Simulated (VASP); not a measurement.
A VASP calculation is set up with these files.

KPOINTS:
```
Automatic mesh
0
Gamma
13 13 13
0 0 0
```

POSCAR:
```
Sn
1.0
 -2.9526977994   2.9526977994   1.6034658913
  2.9526977994  -2.9526977994   1.6034658913
  2.9526977994   2.9526977994  -1.6034658913
Sn
2
Direct
  0.2500000000   0.7500000000   0.5000000000
  0.0000000000   0.0000000000   0.0000000000
```

### INCAR
```
LASPH = .TRUE.
ISIF = 4   # ions and shape, fixed volume
NSW = 30
EDIFFG = -0.01   # ionic stop
LWAVE = .FALSE.
ISMEAR = 1   # Methfessel-Paxton
SYSTEM = Sn
LMAXMIX = 4   # l cut-off of mixed one-centre charges
NELM = 100
IBRION = 2   # conjugate gradients
ENCUT = 520   # plane-wave cut-off (eV)
EDIFF = 1E-7
PREC = Accurate
LREAL = .FALSE.   # projection in real space or not
IVDW = 12
GGA = PE
LCHARG = .FALSE.
SIGMA = 0.1   # width (eV)
ALGO = Normal
```

POTCAR, in this order: Sn_d (PBE.64 set). Program: vasp_std.

Q: Write an equivalent input for Quantum ESPRESSO's pw.x.

A: One equivalent input (not run):
```
&CONTROL
  calculation = 'vc-relax'
  pseudo_dir = './pseudo'
  outdir = './out'
  tprnfor = .true.
  tstress = .true.
  nstep = 30
  forc_conv_thr = 0.00039
/
&SYSTEM
  ibrav = 0
  nat = 2
  ntyp = 1
  ecutwfc = 72
  occupations = 'smearing'
  smearing = 'methfessel-paxton'
  degauss = 0.00735
  input_dft = 'pbe'
  vdw_corr = 'grimme-d3'
  dftd3_version = 4
  dftd3_threebody = .false.
/
&ELECTRONS
  conv_thr = 7.3e-09
  electron_maxstep = 100
/
&IONS
/
&CELL
  cell_dofree = 'shape'
/
ATOMIC_SPECIES
  Sn 118.710 Sn.upf
CELL_PARAMETERS angstrom
    -2.9526978    2.9526978    1.6034659
     2.9526978   -2.9526978    1.6034659
     2.9526978    2.9526978   -1.6034659
ATOMIC_POSITIONS crystal
  Sn   0.2500000  0.7500000  0.5000000
  Sn   0.0000000  0.0000000  0.0000000
K_POINTS automatic
  13 13 13 0 0 0
```
The two are equivalent in intent, not identical: the potentials are each code's own (VASP's PAW set, PseudoDojo norm-conserving files in pw.x), so ENCUT and ecutwfc are chosen apart and not converted; conv_thr bounds pw.x's estimated SCF error, while EDIFF bounds the energy change between steps; forc_conv_thr acts on force components and is met together with etot_conv_thr.

The compound is Sn in the beta structure. This cell is one point of a volume scan, at 1.03 of the reference volume.
